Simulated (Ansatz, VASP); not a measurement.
# MgO (Periclase): VASP beside Ansatz, part 2 of 2

Aim: how closely do two programs agree when they are given the same cell, functional and k mesh? The cell is taken from a series of runs on this material, whose earlier steps may have relaxed, scaled, displaced or heated it; both programs get it as it stands.

VASP 6.6.1 and Ansatz 0.2.0.

So far: Starting point; VASP: zone-centre phonons, LDA.

### 3. Ansatz: zone-centre phonons, LDA

Level of this step: Ansatz beside VASP: Kohn-Sham DFT, plane waves, LDA (Ansatz).

Ansatz runs on its default PAW (the set named soft_2) files.

The same cell, functional (in two slightly different forms) and mesh now go to Ansatz, which takes its cutoff from its data sets.

Contents of input.yaml:

```yaml
crystal:
  lattice:
    - [0.0, 2.0585825061, 2.0585825061]
    - [2.0585825061, 0.0, 2.0585825061]
    - [2.0585825061, 2.0585825061, 0.0]
  atoms:
    - { symbol: Mg, position: [0.0, 0.0, 0.0] }
    - { symbol: O, position: [0.5, 0.5, 0.5] }
kpoints:
  mp_grid: { grid: [8, 8, 8] }
hamiltonian:
  xc: lda
scf:
  occupations: { method: fixed }
output:
  eigenvalues: true
phonons:
  method: dfpt
  dielectric: true
  rigid_motions: translations
  qmesh: [4, 4, 4]
  temperatures: { t_max: 1000, t_step: 50 }
  qpath:
    path:
      - [[0.0, 0.0, 0.0], [0.5, 0.0, 0.5], [0.625, 0.25, 0.625]]
      - [[0.375, 0.375, 0.75], [0.0, 0.0, 0.0], [0.5, 0.5, 0.5], [0.5, 0.25, 0.75], [0.5, 0.0, 0.5]]
    npoints: 10
```

Run with:

```sh
$ ansatz run input.yaml --threads 4 --pin off --max-ram 7168MiB --backend cpu --events-out ev --progress --plain --runs-dir out
```

Numbers of over 12 decimals in the logs are rounded to 6 here.

The log of the run:

```text
Engine: ansatz 0.2.0, aarch64-unknown-linux-gnu
Pseudopotentials: kind: paw
Pseudopotential: Mg, paw, valence charge 10, recommended cutoff 420 eV (normal), Mg.paw.azcp
Pseudopotential: O, paw, valence charge 6, recommended cutoff 420 eV (normal), O.paw.azcp
Functional definition: SPW92
  exchange = slater_x
  correlation = pw_c
Crystal: 2 atoms, lattice volume = 17.448 Å³
Basis set: ecut = 420 eV, 331 PW (Γ), exchange–correlation on 40×40×40 points (8 copies of the dense FFT grid, shifted against one another)
Bands: 12, of which v1, the nominal top of the filled ones, is band 8 counted from 1 (7 counted from 0)
Symmetry: 48 space group operations
k-points: 59 of 512 (irreducible under 8 space group operations, time reversal used)
Non-local potential: Mg, projectors of the file, l = 0: 3, l = 1: 2, l = 2: 1
Non-local potential: O, projectors of the file, l = 0: 2, l = 1: 2, l = 2: 1
PAW form: soft (Blöchl's): semilocal exchange-correlation on the pseudo side does not see the compensation charge
PAW frozen core: Mg, regenerated for the run's functional, and the local potential with it (the file was generated under x = pbe(κ = 0.804, μ = 0.219515), c = pbe(β = 0.066725))
PAW frozen core: O, regenerated for the run's functional, and the local potential with it (the file was generated under x = pbe(κ = 0.804, μ = 0.219515), c = pbe(β = 0.066725))
PAW one-centre angular grid: Mg, 110 points (default); XC on 64 Gauss nodes
PAW one-centre angular grid: O, 110 points (default); XC on 64 Gauss nodes
Initial density: superposition of atomic densities (neutral atoms: chi_scale 0, normalization atom), corrected by the library's trained network
Initial wavefunctions: pseudopotential atomic-orbital guess
Functional: x = slater, c = lda
SCF iter   1: F=—  HF=-2460.074768 eV  |F-HF|=—  |Δ(HF+E_count)|=         —  Δρ=1.86e-2  dr2=4.70e-2  ethr=1.77e-3  ⟨swp⟩=4.7  Hψ=3735  notcnv=0  defer=100
preconditioner: auto → none  [insulator: Δε(μ)=5.197 eV  Ē_g=18.899 eV  n_scr=8 (ndim 8)  ℏωp=25.1 eV  f_vac=0.000  ε∞_Penn≈2.8]
SCF iter   2: F=—  HF=-2460.059203 eV  |F-HF|=—  |Δ(HF+E_count)|=   1.56e-2  Δρ=8.90e-3  dr2=6.93e-3  ethr=2.94e-4  ⟨swp⟩=2.5  Hψ=1478  notcnv=0  defer=116
SCF iter   3: F=—  HF=-2460.056594 eV  |F-HF|=—  |Δ(HF+E_count)|=   2.61e-3  Δρ=1.97e-3  dr2=3.74e-4  ethr=4.33e-5  ⟨swp⟩=2.0  Hψ=1044  notcnv=0  defer=116
SCF iter   4: F=—  HF=-2460.056385 eV  |F-HF|=—  |Δ(HF+E_count)|=   2.09e-4  Δρ=4.40e-4  dr2=1.47e-5  ethr=2.33e-6  ⟨swp⟩=2.4  Hψ=1207  notcnv=0  defer=105
SCF iter   5: F=—  HF=-2460.056376 eV  |F-HF|=—  |Δ(HF+E_count)|=   8.85e-6  Δρ=2.98e-5  dr2=8.69e-8  ethr=9.18e-8  ⟨swp⟩=2.0  Hψ=948  notcnv=0
SCF iter   6: F=—  HF=-2460.056379 eV  |F-HF|=—  |Δ(HF+E_count)|=   2.62e-6  Δρ=2.36e-6  dr2=5.04e-10  ethr=5.43e-10  ⟨swp⟩=2.1  Hψ=964  notcnv=0
SCF iter   7: F=-2460.056379 eV  HF=-2460.056379 eV  |F-HF|=4.55e-13  |Δ(HF+E_count)|=  4.14e-11  Δρ=6.40e-8  dr2=4.39e-13  ethr=1.00e-12  ⟨swp⟩=6.6  Hψ=3438  notcnv=0
SCF 1 converged in 7 iterations: F = -2460.056379 eV  dr2 = 4.39e-13
  greatest PAW one-centre occupation: 1.001 electrons in one spin orbital (limit 2), on the Mg atom at site 0 (counted from 0), in its partial waves of l = 1
DFPT response loops at Γ: preconditioner auto → none (the input reference at scf.mixing.eps_inf says where Resta's filter doesn't serve); β = 0.50; Broyden in place of MSR1
── the response to a field inside a basis, on 8×8×8 k-points: an SCF that follows is theirs, and a resumed run solves both again ──
Bands: 9, of which v1, the nominal top of the filled ones, is band 8 counted from 1 (7 counted from 0)
k-points: 60 of 512 (irreducible under 12 space group operations)
Initial density: handed on by an earlier stage of this run
Initial wavefunctions: pseudopotential atomic-orbital guess (no wavefunctions were taken with the density)
Eigensolver: Dense (60 Hₖ)
SCF iter   1: F=—  HF=-2460.061711 eV  |F-HF|=—  |Δ(HF+E_count)|=         —  Δρ=1.17e-3  dr2=3.30e-5  ethr=1.00e-1
preconditioner: auto → none  [insulator: Δε(μ)=5.645 eV  Ē_g=15.066 eV  n_scr=8 (ndim 8)  ℏωp=25.1 eV  f_vac=0.000  ε∞_Penn≈3.8]
SCF iter   2: F=—  HF=-2460.061705 eV  |F-HF|=—  |Δ(HF+E_count)|=   6.05e-6  Δρ=5.35e-4  dr2=1.07e-5  ethr=2.07e-7
SCF iter   3: F=—  HF=-2460.061705 eV  |F-HF|=—  |Δ(HF+E_count)|=   5.01e-7  Δρ=2.37e-4  dr2=2.05e-6  ethr=6.70e-8
SCF iter   4: F=-2460.061705 eV  HF=-2460.061705 eV  |F-HF|=1.28e-9  |Δ(HF+E_count)|=   4.14e-7  Δρ=1.47e-5  dr2=9.48e-9  ethr=1.28e-8
SCF 1 converged in 4 iterations: F = -2460.061705 eV  dr2 = 9.48e-9
DFPT response loops at Γ: mixed as the last ones told, above
NSCF: frozen V_eff on 29 k-points
NSCF: frozen V_eff on 576 k-points
DFPT response loops at q = (0, 0, 0.25) (fractional): mixed as the last ones told, above
NSCF: frozen V_eff on 300 k-points
DFPT response loops at q = (0, 0, -0.5) (fractional): mixed as the last ones told, above
NSCF: frozen V_eff on 328 k-points
DFPT response loops at q = (0, 0.25, 0.25) (fractional): mixed as the last ones told, above
NSCF: frozen V_eff on 1024 k-points
DFPT response loops at q = (0, 0.25, -0.5) (fractional): mixed as the last ones told, above
NSCF: frozen V_eff on 576 k-points
DFPT response loops at q = (0, 0.25, -0.25) (fractional): mixed as the last ones told, above
[...]
Internal energy: -2460.056379 eV  (E = F + TS)
E sigma→0 (E₀):  -2460.056379 eV
Fermi energy:    8.641064 eV
--- Per-component energies (eV) ---
  E_band       = -281.060506
  E_kinetic    = 256.723994
  E_local      = -1557.920483  (includes V_loc(G=0)·N_el)
  E_nonlocal   = 145.697217
  E_hartree    = 536.567515
  E_xc         = -104.351647
  E_vxc        = -134.700662  (∫ρ·V_xc dr)
  E_paw        = -417.937564  (= ΣΔE_a)
  E_vpaw       = -63.998260  (= ΣTr[D̂ρ^β])
  E_aug_tail   = 0.002634  (compensation charges beyond the density's cutoff)
  E_ewald      = -1319.085446
  E_core_change = 0.247401  (= ΣΔE_core)
  E_smearing   = -0.000000  (= −TS)
  E_closure    = 0.000000  (closes the sum)
  Σ components = -2460.056379   (vs F -2460.056379, Δ=0.00e0)
--- Band table (eV; the first three rows and the last of 59) ---
  k-point 0: bands = [... 4 lower, -8.7300, 8.6411, 8.6411, 8.6411, 13.9921, 24.5606, 24.5606, 24.5606]
  k-point 1: bands = [... 4 lower, -8.5323, 7.6530, 8.5232, 8.5232, 14.8866, 22.8832, 24.9564, 24.9564]
  k-point 2: bands = [... 4 lower, -8.0150, 5.8214, 8.2525, 8.2525, 16.2629, 21.4360, 25.5725, 25.5725]
  k-point 58: bands = [... 4 lower, -6.8201, 5.4353, 5.4353, 6.7072, 20.5570, 20.5570, 21.3607, 24.8176]
--- Phonons (Γ-DFPT): 2 representative perturbations + reference, on 59 of 512 k-points (Σ response iterations 6) ---
  k mesh reduced under 8 symmetry operations, with k and −k counted as one. Each operation leaves every solved perturbation unchanged. A smaller set is not considered because the run solves the response to a homogeneous field
  ASR residual: 4.126e-5 → 0.000e0 eV/Å²; symmetrization residual: 1.916e-6 eV/Å²
  ASR residual per site (eV/Å²): 4.13e-5 5.48e-6
  Γ frequencies (cm⁻¹): 0.00 0.00 0.00 437.70 437.70 437.70
  ε∞ (high-frequency dielectric tensor):
        3.152145    -0.000000     0.000000
       -0.000000     3.152145    -0.000000
        0.000000    -0.000000     3.152145
  ε⁰ (static dielectric tensor: ions relaxed, cell fixed):
        8.977246     0.000000     0.000000
        0.000000     8.977246    -0.000000
        0.000000    -0.000000     8.977246
  ε⁰ − ε∞ (ionic part):
        5.825101     0.000000     0.000000
        0.000000     5.825101    -0.000000
        0.000000    -0.000000     5.825101
  softest optical mode at Γ: 437.70 cm⁻¹; the repairs (sum rule, projections) moved no ω² at Γ by more than (0.81 cm⁻¹)²
  Born effective charges Z* (e; rows j = field, columns β = displacement):
    site 0:
         1.95391    0.00000    0.00000
         0.00000    1.95391   -0.00000
         0.00000    0.00000    1.95391
    site 1:
        -1.95391   -0.00000   -0.00000
        -0.00000   -1.95391    0.00000
        -0.00000   -0.00000   -1.95391
  Z* charge neutrality: 8.162e-4 e pre-enforcement
  solved inside a basis spanned on kpoints, on 8×8×8 k-points, its susceptibility summed on 12×12×12: ε∞ is read to err by 6.8e-3, Z* by 1.1e-2 e (field_mesh: kpoints solves on kpoints); Z* is corrected for what the basis lacks
  optical modes at Γ without the LO–TO term, one row a degenerate level:
      ω (cm⁻¹)  modes    IR ((D/Å)²/amu)
        437.70      3            27.3875
  optical modes at Γ + LO–TO along q̂ = [1.0000, 0.0000, 0.0000]:
      ω (cm⁻¹)  modes    IR ((D/Å)²/amu)
        437.70      2            18.2583
        738.66      1             9.1292
  optical modes at Γ + LO–TO along q̂ = [0.0000, 1.0000, 0.0000]:
      ω (cm⁻¹)  modes    IR ((D/Å)²/amu)
        437.70      2            18.2583
        738.66      1             9.1292
  optical modes at Γ + LO–TO along q̂ = [0.0000, 0.0000, 1.0000]:
      ω (cm⁻¹)  modes    IR ((D/Å)²/amu)
        437.70      2            18.2583
        738.66      1             9.1292
--- Phonons (arbitrary-q DFPT): 8 irreducible q on the 4×4×4 mesh ---
  q = [0.0000, 0.0000, 0.0000] (star 1, of the zone-centre solve; hermiticity 5.64e-7, symmetrization 4.40e-14): 0.00 0.00 0.00 437.70 437.70 437.70
  q = [0.0000, 0.0000, 0.2500] (star 8, 2 solved perturbations on 288 of 512 k-point pairs; hermiticity 1.91e-7, symmetrization 9.56e-8): 198.20 198.20 340.70 425.08 425.08 703.55
  q = [0.0000, 0.0000, -0.5000] (star 4, 2 solved perturbations on 150 of 512 k-point pairs; hermiticity 5.81e-7, symmetrization 2.90e-7): 302.31 302.31 392.81 392.81 567.60 596.03
  q = [0.0000, 0.2500, 0.2500] (star 6, 4 solved perturbations in 528 linear systems a pass and spin channel, the states on 164 of 512 k-point pairs; hermiticity 1.26e-7, symmetrization 1.40e-8): 221.89 221.89 357.66 462.23 462.23 642.38
  q = [0.0000, 0.2500, -0.5000] (star 24, 4 solved perturbations in 1600 linear systems a pass and spin channel, the states on 512 of 512 k-point pairs; hermiticity 1.33e-7, symmetrization 1.73e-8): 294.86 350.33 447.82 461.69 481.18 581.13
  q = [0.0000, 0.2500, -0.2500] (star 12, 4 solved perturbations in 904 linear systems a pass and spin channel, the states on 288 of 512 k-point pairs; hermiticity 1.72e-7, symmetrization 9.71e-9): 294.51 330.84 400.92 438.96 497.43 610.31
  q = [0.0000, -0.5000, -0.5000] (star 3, 4 solved perturbations in 308 linear systems a pass and spin channel, the states on 95 of 512 k-point pairs; hermiticity 5.40e-8, symmetrization 1.03e-8): 297.79 297.79 450.05 486.93 486.93 575.84
  q = [0.2500, -0.5000, -0.2500] (star 6, 4 solved perturbations in 502 linear systems a pass and spin channel, the states on 164 of 512 k-point pairs; hermiticity 6.37e-8, symmetrization 3.19e-8): 369.74 393.46 393.46 470.25 532.64 532.64
  sum rule: each row above includes the acoustic sum rule's correction from the zone centre's row sums; it moved no ω² by more than (0.68 cm⁻¹)²
  mesh force constants: q→R imaginary residual 2.47e-18; ASR residual 4.126e-5 → 0.000e0 eV/Å²; symmetrization residual 8.882e-15 eV/Å²
  interpolated dispersion: 63 rows × 6 modes
  density of states and harmonic sums: on the 28×28×28 q-mesh, interpolated from the force constants of a 4×4×4 supercell (with the dipole–dipole term)
  largest difference from the sums on the solved wave vectors: F 7.60e-3 eV, S 1.17e-5 and C_V 3.95e-6 eV/K
  zero-point energy: 0.157138 eV/cell   skipped modes (ω ≤ 0): 3   left out of the sums: 2.28e-5 of the cell's modes: C_V's classical limit lies that fraction below 3 k_B per atom; for a crystal, a wire or a layer, F and S can be off by more, and a phonons.interpolated_qmesh denser along its periods is the remedy for the sampling
[key lines of the parts left out:]
SCF converged after 7 iterations
Free energy (F): -2460.056379 eV
```

In the SCF lines HF is the Harris–Foulkes energy and dr2 the Hartree energy of the density residual, in eV; the loop may stop once dr2 is under the threshold and the program's other checks hold. Hψ counts applications of the Hamiltonian.

### 4. Differences

Known differences besides the potentials themselves: the two LDA forms differ slightly; fixed occupations in Ansatz, narrow Gaussian smearing in VASP; VASP's run holds the zone centre alone; VASP's response is taken on the typed mesh, Ansatz refines its own for the field response alone; the data sets hold 16 valence electrons in Ansatz (on its default PAW (the set named soft_2) files) and 8 in VASP; the cutoff is 420 eV in Ansatz and 600 eV in VASP; VASP's log shows a relativistic correction to its local exchange, Ansatz's none. Total energies have different zeros and are not compared.

The two programs side by side:

```
                                     quantity  Ansatz   VASP  difference
                                        ε∞ xx    3.15   3.07     +2.60 %
                                        ε∞ yy    3.15   3.07     +2.60 %
                                        ε∞ zz    3.15   3.07     +2.60 %
Born charge of Mg1 (mean of the diagonal) (e)    1.95   1.94       +0.01
 Born charge of O2 (mean of the diagonal) (e)   -1.95  -1.94       -0.01
                   optical mode 1 to 3 (cm⁻¹)   437.7  443.7     -1.35 %
```

Modes are paired by rising frequency, not by their patterns, so a pair may set unlike modes beside each other; they are those without the splitting of longitudinal modes.

### 5. Summary of results

```
r.m.s. difference of the optical zone-centre modes, each program's sorted by frequency (zone-centre phonons, LDA) : 6.0 cm⁻¹
difference in ε∞ xx (zone-centre phonons, LDA)                                                                    : +2.6 %
```

**Reading.** The r.m.s. difference of the optical zone-centre modes, each program's sorted by frequency is 6.0 cm⁻¹ (zone-centre phonons, LDA). The data sets hold unlike numbers of valence electrons (16 in Ansatz and 8 in VASP), so part of the differences comes from the potentials. Among the rows given in per cent, the largest difference of the zone-centre phonons, LDA pair is in ε∞ xx, +2.6 %. Such differences can come from data sets, numerical settings and the points named under the comparisons, not from the functional's error against experiment.

[Lines on the potential files, build, host, timing and source positions are cut from VASP's logs without a mark.]

[Logs are printed without paths, hosts, clocks, repeated set-up lines and the standing remarks that a program may print on its own settings, such as how far it seeks lower states.]

[Hosts, paths, dates, database ids (printed as entryN), source tags and the programs' standing remarks are cut or masked in the printed files.]
